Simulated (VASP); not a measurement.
**GW on C (Diamond)**

How does the gap of C (Diamond) change from the starting functional to GW? The cell has space group Fd-3m. The start is a cell from a database of measured crystal structures.

Calculated with VASP 6.6.1; PBE; plane waves and PAW (C_GW), in the first sound run; inputs show where later runs differ.

Report form: the programs' logs are mostly left out.

## (1) Set-up

The structure is cubic, space group Fd-3m (No. 227). Conventional cell: a = 3.567 Å, b = 3.567 Å, c = 3.567 Å, α = 90.00°, β = 90.00°, γ = 90.00°. Nearest to C lie 4 C at 1.54 Å.

Coordinates:

```xyz
2
Lattice="0.0000 1.7834 1.7834 1.7834 0.0000 1.7834 1.7834 1.7834 0.0000" Properties=species:S:1:pos:R:3 pbc="T T T"
C     0.0000    0.0000    0.0000
C     0.8917    0.8917    0.8917
```

## (2) Ground state, k-mesh 6×6×6

The orbitals come from a self-consistent PBE run with a tight EDIFF and a narrow smearing. KPOINTS_OPT adds the bands along a path, which shows whether the mesh holds the band edges.

The input, INCAR:

```
SYSTEM = C
PREC = Accurate
ENCUT = 440
EDIFF = 1E-08
NELM = 100
ISMEAR = 0
SIGMA = 0.01
LREAL = .FALSE.
ALGO = Normal
GGA = PE
NBANDS = 10
LORBIT = 11
LWAVE = .TRUE.
LCHARG = .FALSE.
KPAR = 8
```

The input, POSCAR:

```
C
1.0
    0.0000000000      1.7833700000      1.7833700000
    1.7833700000      0.0000000000      1.7833700000
    1.7833700000      1.7833700000      0.0000000000
C
2
Direct
    0.0000000000      0.0000000000      0.0000000000
    0.2500000000      0.2500000000      0.2500000000
```

The input, KPOINTS:

```
Automatic mesh
0
Gamma
6 6 6
0 0 0
```

The input, KPOINTS_OPT:

```
Line mode
12
Line-mode
Reciprocal
  0.00000000   0.00000000   0.00000000 GAMMA
  0.50000000   0.00000000   0.50000000 X

  0.50000000   0.00000000   0.50000000 X
  0.50000000   0.25000000   0.75000000 W

  0.50000000   0.25000000   0.75000000 W
  0.37500000   0.37500000   0.75000000 K

  0.37500000   0.37500000   0.75000000 K
  0.00000000   0.00000000   0.00000000 GAMMA

  0.00000000   0.00000000   0.00000000 GAMMA
  0.50000000   0.50000000   0.50000000 L

  0.50000000   0.50000000   0.50000000 L
  0.62500000   0.25000000   0.62500000 U

  0.62500000   0.25000000   0.62500000 U
  0.50000000   0.25000000   0.75000000 W

  0.50000000   0.25000000   0.75000000 W
  0.50000000   0.50000000   0.50000000 L

  0.50000000   0.50000000   0.50000000 L
  0.37500000   0.37500000   0.75000000 K

  0.62500000   0.25000000   0.62500000 U
  0.50000000   0.00000000   0.50000000 X
```

Potentials, in the order of the species: C_GW (PBE family, release 64).

On the command line:

```
> mpirun -np 8 vasp_std
```

Elapsed: 3.2 s, on 8 MPI ranks of AMD EPYC 7R43, shared host; peak memory 0.57 GiB.

This step gave:

```
free energy (TOTEN)               : -18.16 eV
Fermi energy                      : 9.875 eV
pressure                          : -3.850 GPa
least gap on mesh and path        : 4.129 eV
least direct gap on mesh and path : 5.592 eV
```

The highest empty bands on the path are converged less tightly, to about 0.1 eV. The electronic bands at the labelled points (eV, zero at the valence-band top; v1 is the highest filled band, c1 the lowest empty one):

| point | v3 | v2 | v1 | c1 | c2 | c3 | c4 |
| --- | --- | --- | --- | --- | --- | --- | --- |
| Γ | 0.00 | 0.00 | 0.00 | 5.59 | 5.59 | 5.59 | 13.32 |
| 0.45 of the way | -3.84 | -3.72 | -3.72 | 4.57 | 10.89 | 10.89 | 10.98 |
| X | -12.76 | -6.29 | -6.29 | 4.76 | 4.76 | 16.81 | 16.81 |
| 0.45 of the way | -12.48 | -7.17 | -7.17 | 6.54 | 6.54 | 15.80 | 15.80 |
| W | -11.97 | -8.31 | -8.31 | 10.63 | 10.63 | 12.32 | 12.32 |
| 0.45 of the way | -11.66 | -9.01 | -6.77 | 7.76 | 10.84 | 13.31 | 14.15 |
| K | -11.73 | -9.31 | -5.36 | 5.68 | 10.75 | 14.37 | 15.63 |
| 0.45 of the way | -7.14 | -6.15 | -2.07 | 8.55 | 8.62 | 10.65 | 13.66 |
| Γ | 0.00 | 0.00 | 0.00 | 5.59 | 5.59 | 5.59 | 13.32 |
| 0.55 of the way | -7.36 | -1.91 | -1.91 | 7.97 | 7.97 | 8.29 | 14.82 |
| L | -13.37 | -2.79 | -2.79 | 8.46 | 8.46 | 8.84 | 15.70 |
| 0.45 of the way | -12.73 | -5.43 | -3.77 | 7.34 | 10.49 | 11.31 | 15.17 |
| U | -11.73 | -9.31 | -5.36 | 5.68 | 10.75 | 14.37 | 15.63 |
| 0.55 of the way | -11.66 | -9.01 | -6.77 | 7.76 | 10.84 | 13.31 | 14.15 |
| W | -11.97 | -8.31 | -8.31 | 10.63 | 10.63 | 12.32 | 12.32 |
| 0.45 of the way | -12.19 | -6.74 | -5.00 | 8.40 | 9.60 | 13.45 | 14.65 |
| L | -13.37 | -2.79 | -2.79 | 8.46 | 8.46 | 8.84 | 15.70 |
| 0.55 of the way | -12.46 | -6.31 | -4.08 | 6.99 | 11.21 | 12.16 | 14.70 |
| K | -11.73 | -9.31 | -5.36 | 5.68 | 10.75 | 14.37 | 15.63 |
| jump to U | -11.73 | -9.31 | -5.36 | 5.68 | 10.75 | 14.37 | 15.63 |
| 0.45 of the way | -12.45 | -7.75 | -6.00 | 5.04 | 6.99 | 16.00 | 16.40 |
| X | -12.76 | -6.29 | -6.29 | 4.76 | 4.76 | 16.81 | 16.81 |

The cell has a gap of 4.13 eV on mesh and path and a pressure of -3.8 GPa, which holds the misfit of the given cell and coordinates with this functional, and any error of cutoff, mesh and data sets.

## (3) Empty bands, k-mesh 6×6×6

ALGO = Exact makes the empty bands from the converged ground state in one step. LOPTICS writes the k-derivatives of the orbitals (WAVEDER), which give the long-wavelength limit of the screening.

The input, INCAR:

```
SYSTEM = C
PREC = Accurate
ENCUT = 440
ISMEAR = 0
SIGMA = 0.01
LREAL = .FALSE.
GGA = PE
NBANDS = 32
ALGO = Exact
NELM = 1
LWAVE = .TRUE.
LCHARG = .FALSE.
LOPTICS = .TRUE.
NEDOS = 1000
CSHIFT = 0.1
```

POSCAR is that of step 2.

KPOINTS is that of step 2.

On the command line:

```
> mpirun -np 8 vasp_std
```

The job ended after 2.2 s (8 MPI ranks; peak memory 0.57 GiB; 11 s of CPU time).

The gap is read on the k-mesh alone, so it is an upper bound where the band edges lie off the mesh.

A gap read on the k-mesh alone can miss the band edges.

Numbers from this step:

* gap on the k-mesh: 4.154 eV
* least direct gap on the k-mesh: 5.592 eV

WAVECAR now holds 32 bands for 8 electrons. Its independent-particle dielectric tensor has xx, yy, zz = 6.3, 6.3, 6.3 on this mesh, which isn't tested for convergence in mesh or bands and lacks local fields.

## (4) G0W0, k-mesh 6×6×6

This step: G0W0 on PBE; plane waves and PAW (C_GW) (VASP 6.6.1).

G0W0 keeps orbitals and screening fixed and shifts each of the lowest NBANDSGW levels once.

The input, INCAR:

```
SYSTEM = C
PREC = Accurate
ENCUT = 440
ISMEAR = 0
SIGMA = 0.01
LREAL = .FALSE.
GGA = PE
NBANDS = 32
ALGO = EVGW0
NELMGW = 1
ENCUTGW = 100
NOMEGA = 48
PRECFOCK = Fast
NBANDSGW = 16
LWAVE = .FALSE.
LCHARG = .FALSE.
```

POSCAR is that of step 3.

KPOINTS is that of step 3.

On the command line:

```
> mpirun -np 8 vasp_std
```

Elapsed: 19 s, on 8 MPI ranks; peak memory 0.61 GiB.

Numbers from this step:

* quasiparticle gap on the mesh: 5.266 eV
* smallest direct quasiparticle gap on the mesh: 7.166 eV
* gap of the starting orbitals on the mesh: 4.154 eV

GW takes the gap from 4.154 to 5.266 eV. The mesh misses a band edge: at the starting level the path gave a gap 0.03 eV smaller. The value holds for 32 bands, ENCUTGW = 100 eV and this mesh, and isn't shown to be converged in them.

## (5) Ground state, k-mesh 8×8×8

This step: PBE; plane waves and PAW (C_GW) (VASP 6.6.1).

The orbitals come from a self-consistent PBE run. EDIFF is tight for accurate orbitals, and a narrow smearing avoids fractional occupations.

The input, INCAR:

```
SYSTEM = C
PREC = Accurate
ENCUT = 440
EDIFF = 1E-08
NELM = 100
ISMEAR = 0
SIGMA = 0.01
LREAL = .FALSE.
ALGO = Normal
GGA = PE
NBANDS = 10
LORBIT = 11
LWAVE = .TRUE.
LCHARG = .FALSE.
KPAR = 8
```

POSCAR is that of step 4.

The input, KPOINTS:

```
Automatic mesh
0
Gamma
8 8 8
0 0 0
```

On the command line:

```
> mpirun -np 8 vasp_std
```

The job ended after 1.8 s (8 MPI ranks; peak memory 0.63 GiB).

The cell has a gap of 4.13 eV on this mesh and a pressure of -4.0 GPa, which holds the misfit of the given cell and coordinates with this functional, and any error of cutoff, mesh and data sets.

## (6) Empty bands, k-mesh 8×8×8

The empty bands are made again, for the run that follows.

The input, INCAR:

```
SYSTEM = C
PREC = Accurate
ENCUT = 440
ISMEAR = 0
SIGMA = 0.01
LREAL = .FALSE.
GGA = PE
NBANDS = 32
ALGO = Exact
NELM = 1
LWAVE = .TRUE.
LCHARG = .FALSE.
LOPTICS = .TRUE.
NEDOS = 1000
CSHIFT = 0.1
```

POSCAR is that of step 5.

KPOINTS is that of step 5.

On the command line:

```
> mpirun -np 8 vasp_std
```

The job ended after 2.6 s (8 MPI ranks; peak memory 0.58 GiB).

## (7) G0W0, k-mesh 8×8×8

This step: G0W0 on PBE; plane waves and PAW (C_GW) (VASP 6.6.1).

The mesh goes to 8×8×8.

The input, INCAR:

```
SYSTEM = C
PREC = Accurate
ENCUT = 440
ISMEAR = 0
SIGMA = 0.01
LREAL = .FALSE.
GGA = PE
NBANDS = 32
ALGO = EVGW0
NELMGW = 1
ENCUTGW = 100
NOMEGA = 48
PRECFOCK = Fast
NBANDSGW = 16
LWAVE = .FALSE.
LCHARG = .FALSE.
```

POSCAR is that of step 6.

KPOINTS is that of step 6.

On the command line:

```
> mpirun -np 8 vasp_std
```

Elapsed: 77 s, on 8 MPI ranks; peak memory 0.91 GiB; 10 min of CPU time.

The gap is now 5.203 eV, -63 meV against the GW run before.

## (8) Ground state, k-mesh 10×10×10

This step: PBE; plane waves and PAW (C_GW) (VASP 6.6.1).

Many-body steps start from the orbitals of a self-consistent run, here PBE. EDIFF is tight for accurate orbitals, and a narrow smearing avoids fractional occupations.

The input, INCAR:

```
SYSTEM = C
PREC = Accurate
ENCUT = 440
EDIFF = 1E-08
NELM = 100
ISMEAR = 0
SIGMA = 0.01
LREAL = .FALSE.
ALGO = Normal
GGA = PE
NBANDS = 10
LORBIT = 11
LWAVE = .TRUE.
LCHARG = .FALSE.
KPAR = 8
```

POSCAR is that of step 7.

The input, KPOINTS:

```
Automatic mesh
0
Gamma
10 10 10
0 0 0
```

On the command line:

```
> mpirun -np 8 vasp_std
```

It took 2.4 s on 8 MPI ranks; peak memory 0.68 GiB; 14 s of CPU time.

The cell has a gap of 4.17 eV on this mesh and a pressure of -4.1 GPa, which holds the misfit of the given cell and coordinates with this functional, and any error of cutoff, mesh and data sets.

## (9) Empty bands, k-mesh 10×10×10

The input, INCAR:

```
SYSTEM = C
PREC = Accurate
ENCUT = 440
ISMEAR = 0
SIGMA = 0.01
LREAL = .FALSE.
GGA = PE
NBANDS = 32
ALGO = Exact
NELM = 1
LWAVE = .TRUE.
LCHARG = .FALSE.
LOPTICS = .TRUE.
NEDOS = 1000
CSHIFT = 0.1
```

POSCAR is that of step 8.

KPOINTS is that of step 8.

On the command line:

```
> mpirun -np 8 vasp_std
```

The job ended after 3.8 s (8 MPI ranks; peak memory 0.58 GiB).

## (10) G0W0, k-mesh 10×10×10

This step: G0W0 on PBE; plane waves and PAW (C_GW) (VASP 6.6.1).

The mesh goes to 10×10×10.

The input, INCAR:

```
SYSTEM = C
PREC = Accurate
ENCUT = 440
ISMEAR = 0
SIGMA = 0.01
LREAL = .FALSE.
GGA = PE
NBANDS = 32
ALGO = EVGW0
NELMGW = 1
ENCUTGW = 100
NOMEGA = 48
PRECFOCK = Fast
NBANDSGW = 16
LWAVE = .FALSE.
LCHARG = .FALSE.
```

POSCAR is that of step 9.

KPOINTS is that of step 9.

On the command line:

```
> mpirun -np 8 vasp_std
```

It took 5.1 min on 8 MPI ranks; peak memory 1.4 GiB; 40 min of CPU time.

The gap is now 5.216 eV, +13 meV against the GW run before.

## (11) Summary

This step: GW series: G0W0 on PBE; plane waves and PAW (VASP 6.6.1).

No new run; the numbers come from the runs before.

Cost is wall time times ranks on a shared host, with the step that makes the empty bands. GW runs:

| level | bands | ENCUTGW (eV) | NOMEGA | k mesh | starting gap (eV) | quasiparticle gap (eV) | direct gap (eV) | cost (core minutes) |
| --- | --- | --- | --- | --- | --- | --- | --- | --- |
| G0W0 | 32 | 100 | 48 | 6x6x6 | 4.154 | 5.266 | 7.166 | 2.83 |
| G0W0 | 32 | 100 | 48 | 8x8x8 | 4.134 | 5.203 | 7.165 | 10.61 |
| G0W0 | 32 | 100 | 48 | 10x10x10 | 4.171 | 5.216 | 7.161 | 41.05 |

## (12) What came out

```json
{
 "G0W0 on PBE, 32 bands, ENCUTGW 100 eV, NOMEGA 48, mesh 10×10×10": "4.171 → 5.216 eV",
 "G0W0 on PBE, 32 bands, ENCUTGW 100 eV, NOMEGA 48, mesh 6×6×6": "4.154 → 5.266 eV"
}
```

In words: G0W0 gives a quasiparticle gap of 5.216 eV on the mesh, 1.05 eV over the PBE gap on the same mesh. On mesh and path the starting valence top lies at Γ and the conduction bottom at (0.364, 0, 0.364), so the starting gap is indirect. The steps of the series move the gap by -63, +13 meV; the last costs 3.9 times the one before. The last step lies within a tolerance of 30 meV, picked for this account, and the last two together move the gap by -50 meV. Gaps are read on each mesh, so part of the change can come from which k points the mesh holds. Bands and response cutoff weren't varied, and band edges off the mesh aren't seen. The given cell is kept, although it stands at -3.8 GPa at PBE and ENCUT = 440 eV, which holds the mismatch of the given cell with this functional and any basis-set error. Not tabulated here, as repeats of values shown or as unfit to read for their mesh, reference level or band range: eps2 curves (empty bands); eps1 curves and static values (empty bands); gaps (empty bands).

[Lines on the potential files, build, host, timing and source positions are cut from VASP's logs without a mark.]

[Logs are printed without paths, hosts, clocks, repeated set-up lines and the standing remarks that a program may print on its own settings, such as how far it seeks lower states.]

[Hosts, paths, dates, database ids (printed as entryN), source tags and the programs' standing remarks are cut or masked in the printed files.]

[Pressures printed for these runs are not shown converged in the cutoff: they can be off by several GPa and have the wrong sign.]
